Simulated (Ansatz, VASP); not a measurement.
**Cross-check of Zr3SbC (Zr3SbC antiperovskite) between VASP and Ansatz**

One calculation is typed for both programs; each brings its own data sets. How far apart do they land? The cell is generated by rule, not measured, and may not be a known phase. The cell is taken from a series of runs on this material, whose earlier steps may have relaxed, scaled, displaced or heated it; both programs get it as it stands.

Program: Ansatz 0.2.0. Level of theory: plane waves, with VASP 6.6.1 beside it; zone-centre phonons at PBE. Results are calculated unless marked as measured.

The structure was built from a prototype and need not be the compound's stable phase.

## 1. Set-up

Symmetry: Pm-3m, No. 221, cubic system. Conventional cell: a = 4.568 Å, b = 4.568 Å, c = 4.568 Å, α = 90.00°, β = 90.00°, γ = 90.00°. Nearest to Sb lie 12 Zr at 3.23 Å. Nearest to Zr lie 2 C at 2.28 Å and 8 Zr at 3.23 Å and 4 Sb at 3.23 Å. Nearest to C lie 6 Zr at 2.28 Å. Farther neighbours are not listed.

Structure file:

```cif
data_structure
_symmetry_space_group_name_H-M 'Pm-3m'
_symmetry_Int_Tables_number 221
_cell_length_a 4.5679
_cell_length_b 4.5679
_cell_length_c 4.5679
_cell_angle_alpha 90.000
_cell_angle_beta 90.000
_cell_angle_gamma 90.000
_cell_volume 95.31
loop_
_atom_site_label
_atom_site_type_symbol
_atom_site_symmetry_multiplicity
_atom_site_Wyckoff_symbol
_atom_site_fract_x
_atom_site_fract_y
_atom_site_fract_z
_atom_site_occupancy
Sb1 Sb 1 a 0.00000 0.00000 0.00000 1
Zr1 Zr 3 c 0.50000 0.50000 0.00000 1
C1 C 1 b 0.50000 0.50000 0.50000 1
```

## 2. VASP: zone-centre phonons, PBE

Second derivatives magnify differences that forces hide, and they need a tight electronic threshold.

Lines of VASP's logs that name or quote its potential files are left out, and so is its time.

Contents of INCAR:

```
SYSTEM = Zr3SbC
PREC = Accurate
ENCUT = 600
EDIFF = 1E-08
NELM = 120
ISMEAR = 1
SIGMA = 0.2
LREAL = .FALSE.
ALGO = Normal
GGA = PE
NBANDS = 28
LASPH = .TRUE.
LORBIT = 11
LWAVE = .FALSE.
LCHARG = .FALSE.
ISIF = 2
IBRION = 8
GGA_COMPAT = .FALSE.
KPAR = 2
```

Contents of POSCAR:

```
Zr3SbC
1.0
    4.5678983350      0.0000000000      0.0000000000
    0.0000000000      4.5678983350      0.0000000000
    0.0000000000      0.0000000000      4.5678983350
Sb Zr C
1 3 1
Direct
    0.0000000000      0.0000000000      0.0000000000
    0.5000000000      0.5000000000      0.0000000000
    0.5000000000      0.0000000000      0.5000000000
    0.0000000000      0.5000000000      0.5000000000
    0.5000000000      0.5000000000      0.5000000000
```

Contents of KPOINTS:

```
Automatic mesh
0
Gamma
4 4 4
0 0 0
```

The projector-augmented-wave data sets are Sb, Zr_sv and C (PBE family, release 64).

Command:

```
mpirun -np 2 vasp_std
```

Numbers of over 12 decimals in the logs are rounded to 6 here.

What it wrote:

```text
[banner, memory and clock lines left out]
running    2 mpi-ranks, on    1 nodes
 distrk:  each k-point on    1 cores,    2 groups
 distr:  one band on    1 cores,    1 groups

 POSCAR found type information on POSCAR SbZrC
 POSCAR found :  3 types and       5 ions
 LDA part: xc-table for (Slater+PW92), standard interpolation
 POSCAR, INCAR and KPOINTS ok, starting setup
 FFT: planning ... GRIDC
 FFT: planning ... GRID_SOFT
 FFT: planning ... GRID
 WAVECAR not read
 entering main loop
       N       E                     dE             d eps       ncg     rms          rms(c)
DAV:   1     0.476496154819E+03    0.47650E+03   -0.24104E+04   560   0.170E+03
DAV:   2    -0.782778770549E+01   -0.48432E+03   -0.47622E+03   668   0.461E+02
DAV:   3    -0.449598176308E+02   -0.37132E+02   -0.36579E+02   916   0.106E+02
DAV:   4    -0.479163481966E+02   -0.29565E+01   -0.29080E+01   832   0.276E+01
DAV:   5    -0.481236194032E+02   -0.20727E+00   -0.20713E+00   868   0.572E+00    0.271E+01
DAV:   6    -0.414211304221E+02    0.67025E+01   -0.44433E+01   656   0.248E+01    0.103E+01
DAV:   7    -0.413942080085E+02    0.26922E-01   -0.39973E+00   756   0.691E+00    0.563E+00
DAV:   8    -0.413705690774E+02    0.23639E-01   -0.51631E-01   704   0.294E+00    0.129E+00
DAV:   9    -0.413594539807E+02    0.11115E-01   -0.17923E-01   724   0.146E+00    0.483E-01
DAV:  10    -0.413581951196E+02    0.12589E-02   -0.27982E-02   676   0.773E-01    0.120E-01
DAV:  11    -0.413582067105E+02   -0.11591E-04   -0.16197E-03   732   0.218E-01    0.419E-02
DAV:  12    -0.413582293971E+02   -0.22687E-04   -0.16420E-04   832   0.564E-02    0.252E-02
DAV:  13    -0.413582221473E+02    0.72498E-05   -0.37477E-05   656   0.230E-02    0.418E-03
DAV:  14    -0.413582223354E+02   -0.18808E-06   -0.10369E-06   776   0.487E-03    0.260E-03
DAV:  15    -0.413582221180E+02    0.21743E-06   -0.12397E-06   584   0.332E-03    0.880E-04
DAV:  16    -0.413582220899E+02    0.28062E-07   -0.11905E-07   616   0.126E-03    0.379E-04
DAV:  17    -0.413582221021E+02   -0.12193E-07   -0.75843E-09   424   0.376E-04    0.147E-04
DAV:  18    -0.413582220974E+02    0.47276E-08   -0.31501E-09   392   0.255E-04
   1 F= -.41358222E+02 E0= -.41345700E+02  d E =-.375656E-01
 Linear response reoptimize wavefunctions to high precision
DAV:   1    -0.413582220953E+02    0.20873E-08   -0.10084E-09   396   0.148E-04
DAV:   2    -0.413582220954E+02   -0.89130E-10   -0.37604E-10   388   0.815E-05
 Linear response DOF=           4
 Linear response progress:
  Degree of freedom:   1/  4
       N       E                     dE             d eps       ncg     rms          rms(c)
RMM:   1    -0.305188807017E-01   -0.30519E-01   -0.71334E-03  1778   0.787E-01
RMM:   2    -0.280059226701E-01    0.25130E-02   -0.58736E-03  1813   0.191E-01    0.466E-02
RMM:   3    -0.281110294602E-01   -0.10511E-03   -0.78630E-04  1731   0.792E-02    0.277E-02
RMM:   4    -0.282442743053E-01   -0.13324E-03   -0.19534E-04  1839   0.462E-02    0.916E-03
RMM:   5    -0.282568446811E-01   -0.12570E-04   -0.47541E-05  1915   0.203E-02    0.592E-03
RMM:   6    -0.282685782177E-01   -0.11734E-04   -0.62603E-06  1929   0.993E-03    0.264E-03
RMM:   7    -0.282804176321E-01   -0.11839E-04    0.32340E-06  2081   0.519E-03    0.984E-04
RMM:   8    -0.282781992188E-01    0.22184E-05   -0.74373E-06  2064   0.255E-03    0.202E-04
RMM:   9    -0.282788086182E-01   -0.60940E-06   -0.29167E-06  2327   0.132E-03    0.125E-04
RMM:  10    -0.282793072508E-01   -0.49863E-06    0.53056E-07  2346   0.686E-04    0.410E-05
RMM:  11    -0.282795405859E-01   -0.23334E-06    0.56110E-07  2361   0.416E-04    0.242E-05
RMM:  12    -0.282794628258E-01    0.77760E-07   -0.23357E-07  2365   0.265E-04    0.822E-06
RMM:  13    -0.282794847204E-01   -0.21895E-07    0.10175E-08  2403   0.189E-04    0.869E-06
RMM:  14    -0.282794429077E-01    0.41813E-07    0.24836E-08  2337   0.149E-04    0.291E-06
RMM:  15    -0.282794433423E-01   -0.43460E-09   -0.34308E-08  2466   0.125E-04    0.229E-06
 first order change of Fermi-energy   0.18381E-02
 force on displaced ion       1 direction 1 :  -3.962   0.000  -0.000
 Linear response progress:
  Degree of freedom:   2/  4
       N       E                     dE             d eps       ncg     rms          rms(c)
RMM:   1    -0.744264872243E+00   -0.74426E+00    0.25398E+00  1889   0.106E+01
RMM:   2    -0.702516680284E+00    0.41748E-01   -0.20709E-01  2504   0.191E+00    0.166E-01
RMM:   3    -0.705965246594E+00   -0.34486E-02   -0.41442E-02  2762   0.596E-01    0.493E-02
RMM:   4    -0.708449136190E+00   -0.24839E-02   -0.86310E-03  3148   0.232E-01    0.466E-02
RMM:   5    -0.708711163862E+00   -0.26203E-03   -0.10222E-03  3092   0.940E-02    0.226E-02
RMM:   6    -0.708703454837E+00    0.77090E-05   -0.38524E-04  3302   0.474E-02    0.133E-02
RMM:   7    -0.708610144018E+00    0.93311E-04   -0.78103E-05  3225   0.266E-02    0.314E-03
RMM:   8    -0.708605588790E+00    0.45552E-05   -0.42617E-05  3208   0.150E-02    0.143E-03
RMM:   9    -0.708615709767E+00   -0.10121E-04   -0.31642E-05  3534   0.872E-03    0.748E-04
RMM:  10    -0.708622834897E+00   -0.71251E-05   -0.43983E-05  3543   0.601E-03    0.512E-04
RMM:  11    -0.708629242955E+00   -0.64081E-05   -0.25083E-05  3317   0.481E-03    0.151E-04
RMM:  12    -0.708632461684E+00   -0.32187E-05   -0.39527E-05  3588   0.383E-03    0.744E-05
RMM:  13    -0.708633087778E+00   -0.62609E-06   -0.25072E-05  3564   0.325E-03    0.773E-05
RMM:  14    -0.708636145996E+00   -0.30582E-05   -0.25166E-05  3464   0.288E-03    0.406E-05
[...]
RMM:  21    -0.708639335711E+00   -0.83706E-07   -0.15343E-05  3756   0.164E-03    0.839E-05
RMM:  22    -0.708639423253E+00   -0.87541E-07   -0.14277E-05  3732   0.155E-03    0.994E-05
RMM:  23    -0.708639581178E+00   -0.15793E-06   -0.13849E-05  3717   0.147E-03    0.112E-04
RMM:  24    -0.708639695956E+00   -0.11478E-06   -0.12963E-05  3722   0.140E-03    0.125E-04
RMM:  25    -0.708639795222E+00   -0.99266E-07   -0.12900E-05  3552   0.133E-03    0.137E-04
RMM:  26    -0.708639937673E+00   -0.14245E-06   -0.12301E-05  3699   0.128E-03    0.147E-04
RMM:  27    -0.708640093999E+00   -0.15633E-06   -0.12107E-05  3725   0.122E-03    0.155E-04
RMM:  28    -0.708640185625E+00   -0.91625E-07   -0.11491E-05  3706   0.117E-03    0.163E-04
 first order change of Fermi-energy  -0.29087E-02
 force on displaced ion       2 direction 1 :  -5.306   0.000   0.000
 Linear response progress:
  Degree of freedom:   3/  4
       N       E                     dE             d eps       ncg     rms          rms(c)
RMM:   1    -0.735678780114E+00   -0.73568E+00    0.34306E+00  1349   0.111E+01
RMM:   2    -0.676707853392E+00    0.58971E-01   -0.22567E-01  1641   0.201E+00    0.179E-01
RMM:   3    -0.677583360606E+00   -0.87551E-03   -0.44146E-02  1775   0.672E-01    0.667E-02
RMM:   4    -0.679524539515E+00   -0.19412E-02   -0.76535E-03  1974   0.245E-01    0.475E-02
RMM:   5    -0.679684449082E+00   -0.15991E-03   -0.12535E-03  2025   0.110E-01    0.225E-02
RMM:   6    -0.679601832586E+00    0.82616E-04   -0.22992E-04  2127   0.494E-02    0.608E-03
RMM:   7    -0.679604449929E+00   -0.26173E-05   -0.77150E-05  2243   0.222E-02    0.448E-03
RMM:   8    -0.679609859582E+00   -0.54097E-05   -0.27920E-05  2205   0.113E-02    0.132E-03
RMM:   9    -0.679627008082E+00   -0.17148E-04   -0.15362E-05  2240   0.672E-03    0.351E-04
RMM:  10    -0.679628910245E+00   -0.19022E-05   -0.52854E-06  2341   0.377E-03    0.249E-04
RMM:  11    -0.679632550551E+00   -0.36403E-05   -0.29843E-06  2272   0.256E-03    0.941E-05
RMM:  12    -0.679630973814E+00    0.15767E-05   -0.21713E-06  2202   0.183E-03    0.885E-05
RMM:  13    -0.679632135405E+00   -0.11616E-05   -0.13687E-06  2294   0.137E-03    0.540E-05
RMM:  14    -0.679634075364E+00   -0.19400E-05   -0.11132E-06  2252   0.111E-03    0.368E-05
[...]
RMM:  22    -0.679634522223E+00   -0.68196E-07   -0.20769E-07  2500   0.416E-04    0.486E-05
RMM:  23    -0.679634378527E+00    0.14370E-06   -0.21890E-07  2276   0.398E-04    0.599E-05
RMM:  24    -0.679634883264E+00   -0.50474E-06   -0.25607E-07  2496   0.401E-04    0.368E-05
RMM:  25    -0.679635212862E+00   -0.32960E-06   -0.11703E-07  2466   0.379E-04    0.235E-05
RMM:  26    -0.679635404179E+00   -0.19132E-06   -0.32743E-07  2414   0.362E-04    0.146E-05
RMM:  27    -0.679635500847E+00   -0.96669E-07   -0.14174E-07  2470   0.350E-04    0.112E-05
RMM:  28    -0.679635547560E+00   -0.46713E-07   -0.24199E-07  2480   0.341E-04    0.883E-06
RMM:  29    -0.679635550944E+00   -0.33844E-08   -0.49743E-08  2481   0.335E-04    0.101E-05
 first order change of Fermi-energy  -0.44990E-03
 force on displaced ion       2 direction 3 :   0.000  -0.000 -17.455
 Linear response progress:
  Degree of freedom:   4/  4
       N       E                     dE             d eps       ncg     rms          rms(c)
RMM:   1    -0.130669415374E+00   -0.13067E+00    0.34519E-05  2012   0.129E+00
RMM:   2    -0.123422779078E+00    0.72466E-02   -0.18688E-02  1885   0.338E-01    0.135E-01
RMM:   3    -0.123945839975E+00   -0.52306E-03   -0.24452E-03  1584   0.181E-01    0.647E-02
RMM:   4    -0.124769716835E+00   -0.82388E-03   -0.10463E-03  1687   0.109E-01    0.201E-02
RMM:   5    -0.124873855276E+00   -0.10414E-03   -0.17370E-04  1910   0.399E-02    0.139E-02
RMM:   6    -0.124948583005E+00   -0.74728E-04   -0.45629E-05  1856   0.201E-02    0.657E-03
RMM:   7    -0.124984120890E+00   -0.35538E-04    0.60042E-07  2062   0.985E-03    0.107E-03
RMM:   8    -0.124978418834E+00    0.57021E-05   -0.34116E-05  2187   0.420E-03    0.411E-04
RMM:   9    -0.124978963197E+00   -0.54436E-06   -0.18124E-06  2304   0.204E-03    0.265E-04
RMM:  10    -0.124979186663E+00   -0.22347E-06   -0.24979E-06  2263   0.114E-03    0.915E-05
RMM:  11    -0.124979302149E+00   -0.11549E-06    0.20713E-07  2274   0.665E-04    0.524E-05
RMM:  12    -0.124979499363E+00   -0.19721E-06   -0.68284E-07  2404   0.431E-04    0.177E-05
RMM:  13    -0.124979467174E+00    0.32189E-07   -0.14391E-07  2442   0.314E-04    0.128E-05
RMM:  14    -0.124979499178E+00   -0.32004E-07   -0.74487E-07  2367   0.257E-04    0.549E-06
RMM:  15    -0.124979505938E+00   -0.67599E-08   -0.54354E-07  2423   0.228E-04    0.454E-06
RMM:  16    -0.124979509076E+00   -0.31386E-08    0.51964E-07  2387   0.210E-04    0.171E-06
RMM:  17    -0.124979515386E+00   -0.63093E-08   -0.10277E-06  2348   0.202E-04    0.148E-06
RMM:  18    -0.124979508367E+00    0.70190E-08   -0.10750E-07  2268   0.196E-04    0.970E-07
RMM:  19    -0.124979514996E+00   -0.66293E-08   -0.16927E-06  2111   0.193E-04    0.693E-07
RMM:  20    -0.124979509199E+00    0.57966E-08   -0.43237E-07  2113   0.192E-04    0.766E-07
RMM:  21    -0.124979516677E+00   -0.74780E-08   -0.43968E-07  1951   0.191E-04    0.455E-07
RMM:  22    -0.124979509555E+00    0.71225E-08   -0.70691E-07  1940   0.190E-04    0.614E-07
RMM:  23    -0.124979518044E+00   -0.84891E-08   -0.52558E-07  1961   0.190E-04    0.421E-07
RMM:  24    -0.124979509674E+00    0.83696E-08    0.91150E-08  1917   0.189E-04    0.432E-07
 first order change of Fermi-energy   0.42604E-02
 force on displaced ion       5 direction 1 :  -9.124  -0.000   0.000
 Linear response finished
```

[end of part 1 of 3]

[Lines on the potential files, build, host, timing and source positions are cut from VASP's logs without a mark.]

[Logs are printed without paths, hosts, clocks, repeated set-up lines and the standing remarks that a program may print on its own settings, such as how far it seeks lower states.]

[Hosts, paths, dates, database ids (printed as entryN), source tags and the programs' standing remarks are cut or masked in the printed files.]
